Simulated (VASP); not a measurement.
Runs of VASP 6.6.1 on O2. The cell holds a molecule in a box, 2 atoms: a = 10.000 Å, b = 10.500 Å, c = 11.000 Å, α = 90.00°, β = 90.00°, γ = 90.00°. 

| task | level | potentials or basis | cell | cutoff (eV) | gap on the mesh (eV) | moment (μB) |
| --- | --- | --- | --- | --- | --- | --- |
| single point | PBEsol | VASP PAW PBE potentials, release 64 (O) | as given | 520 | 2.26 | 2.00 |
| relaxation of the atoms | PBE | VASP PAW PBE potentials, release 64 (O) | atoms relaxed | 520 | 2.30 | 2.00 |
| relaxation of the atoms | PBE+D3(BJ) | VASP PAW PBE potentials, release 64 (O) | atoms relaxed | 520 | 2.30 | 2.00 |
| relaxation of the atoms | PBEsol | VASP PAW PBE potentials, release 64 (O) | atoms relaxed | 500 | 2.26 | 2.00 |
| relaxation of the atoms | PBEsol | VASP PAW PBE potentials, release 64 (O_s) | atoms relaxed | 400 | 2.24 | 2.00 |
| relaxation of the atoms | RPBE | VASP PAW PBE potentials, release 64 (O) | atoms relaxed | 520 | 2.37 | 2.00 |
| relaxation of the atoms | PBEsol | VASP PAW PBE potentials, release 64 (O) | atoms relaxed | 520 | 2.26 | 2.00 |
| relaxation of the atoms | LDA | VASP PAW LDA potentials, release 64 (O) | atoms relaxed | 520 | (a) | 2.00 |

Alike in all rows: spin collinear, ferromagnetic start; k mesh 1 × 1 × 1; smearing gaussian 0.02 eV.

Task: Fill in the values left out.

Result: (a) 1.97.

Caveats: the standard files for N, O and F lose accuracy on very short bonds.

A k mesh can miss the band edges.

Not every run made on this cell is shown here.
